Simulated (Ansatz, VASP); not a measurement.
# ScF3: VASP beside Ansatz

INCAR

```
SYSTEM = ScF3
  PREC = Accurate
  ENCUT = 520
  EDIFF = 1E-6
  ISMEAR = 0
  SIGMA = 0.05
  LREAL = .FALSE.
  LASPH = .TRUE.
  NELM = 100
  ALGO = Normal
  ISIF = 2
  LWAVE = .FALSE.
  LCHARG = .TRUE.
  GGA = CA
  LELF = .TRUE.
  LVHAR = .TRUE.
  NBANDS = 24
```

Contents of KPOINTS:

```
regular mesh
0
G
  6 6 6
  0 0 0
```

Contents of POSCAR:

```
ScF3
1.0
    4.3334460000      0.0000000000      0.0000000000
    0.0000000000      4.3334460000      0.0000000000
    0.0000000000      0.0000000000      4.1729480000
Sc F
1 3
Direct
    0.0000000000      0.0000000000      0.0000000000
    0.5000000000      0.0000000000      0.0000000000
    0.0000000000      0.5000000000      0.0000000000
    0.0000000000      0.0000000000      0.5000000000
```

Input for Ansatz:

```yaml
crystal:
  lattice:
    - [4.333446, 0.0, 0.0]
    - [0.0, 4.333446, 0.0]
    - [0.0, 0.0, 4.172948]
  atoms:
    - { symbol: Sc, position: [0.0, 0.0, 0.0] }
    - { symbol: F, position: [0.5, 0.0, 0.0] }
    - { symbol: F, position: [0.0, 0.5, 0.0] }
    - { symbol: F, position: [0.0, 0.0, 0.5] }
basis:
  ecutwfc: 420
kpoints:
  mp_grid: { grid: [6, 6, 6] }
hamiltonian:
  xc: lda
scf:
  occupations: { method: gaussian, width: 0.05 }
output:
  forces: true
  stress: true
  eigenvalues: true
```

Change from the starting cell: strain +0.080 along x and y, +0.040 along z, atoms carried along.

Alike in both runs: task single point; functional LDA; k mesh 6 × 6 × 6; occupations gaussian, width 0.05 eV; no spin polarisation.

```csv
,VASP,Ansatz
version,VASP 6.6.1,Ansatz 0.2.0
potentials or method,"VASP PAW LDA potentials, release 64 (Sc_sv, F)","scalar-relativistic, plane waves, PAW"
plane-wave cutoff (eV),520,420
valence electrons in the cell,32,32
```

Ansatz gave:

| Property | Result |
| --- | --- |
| gap on the k mesh at the Fermi level (eV) | 5.06 |
| least direct gap on the mesh (eV) | 5.46 |
| pressure (GPa) | -14.3 |
| largest component of the traceless stress (GPa) | 2.90 |

Task: Which values does VASP return?

Result: gap on the k mesh at the Fermi level (eV): 5.04; least direct gap on the mesh (eV): 5.44; pressure (GPa): -14.0; largest component of the traceless stress (GPa): 2.99.

A k mesh can miss the band edges.
